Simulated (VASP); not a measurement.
MgSn2N2:

```
CELL_PARAMETERS angstrom
4.98745 0.00000 0.00000
-2.49373 4.31926 0.00000
0.00000 0.00000 8.43333
ATOMIC_POSITIONS crystal
Mg 0.33333 0.66667 0.00000
Mg 0.66667 0.33333 0.00000
Sn 0.33333 0.66667 0.50000
Sn 0.66667 0.33333 0.50000
Sn 0.00000 0.00000 0.23874
Sn 0.00000 0.00000 0.76126
N 0.33333 0.66667 0.74254
N 0.66667 0.33333 0.74254
N 0.66667 0.33333 0.25746
N 0.33333 0.66667 0.25746
```

The cell was built by a generator and needn't be a form met in nature.

- Program: VASP 6.6.1
- Task: relaxation of cell and atoms
- Functional: PBE
- Potentials or basis: VASP PAW PBE potentials, release 64 (Mg, Sn_d, N)
- Cutoff: 520 eV
- k mesh: 3 × 3 × 2
- Occupations: gaussian, width 0.15 eV
- Spin: no spin polarisation

At the start: pressure -1.0 GPa; volume 18.17 Å³/atom.

Q: How do energy, volume and symmetry change on relaxing?

A: Over 16 steps the energy falls by 131.0 meV/atom and the volume is 19.87 Å³/atom (+9.4 %); space group P6/mmm (No. 191, to 0.05 Å).

Step by step:
```
step  energy change (eV)  largest force (eV/Å)  pressure (GPa)  volume (Å³)
   1              0.0000                2.0032           -1.01       181.67
   2             -0.8716                0.6571            0.85       178.51
   3             -0.9439                0.1690            1.92       177.35
   4             -0.9443                0.1293            1.96       177.44
   5             -0.9928                0.2773           -0.12       183.26
   6             -0.9976                0.3810           -0.60       185.61
   7             -1.0455                0.5161           -0.41       187.68
   8             -1.2246                0.7032           -0.28       193.83
   9             -1.0595                0.3031            1.85       205.80
  10             -1.2869                0.5354           -0.17       197.55
  11             -1.2891                0.4735           -0.01       198.32
  12             -1.2978                0.2269            0.20       199.76
  13             -1.3025                0.1679            0.21       199.22
  14             -1.3052                0.1238           -0.65       199.83
  15             -1.3057                0.1723           -0.46       199.62
  16             -1.3095                0.0628           -0.35       198.70
```

Final structure:
```cif
data_structure
_symmetry_space_group_name_H-M 'P 1'
_symmetry_Int_Tables_number 1
_cell_length_a 5.4420
_cell_length_b 5.4420
_cell_length_c 7.7472
_cell_angle_alpha 90.000
_cell_angle_beta 90.000
_cell_angle_gamma 120.000
_cell_volume 198.70
loop_
_atom_site_label
_atom_site_type_symbol
_atom_site_fract_x
_atom_site_fract_y
_atom_site_fract_z
_atom_site_occupancy
Mg1 Mg 0.33333 0.66667 0.00000 1
Mg2 Mg 0.66667 0.33333 0.00000 1
Sn1 Sn 0.33333 0.66667 0.50000 1
Sn2 Sn 0.66667 0.33333 0.50000 1
Sn3 Sn 0.00000 0.00000 0.23866 1
Sn4 Sn 0.00000 0.00000 0.76134 1
N1 N 0.33333 0.66667 0.75214 1
N2 N 0.66667 0.33333 0.75214 1
N3 N 0.66667 0.33333 0.24786 1
N4 N 0.33333 0.66667 0.24786 1
```

Caveat: the k mesh is coarse (spacing up to 0.48 Å⁻¹), so the values aren't converged.
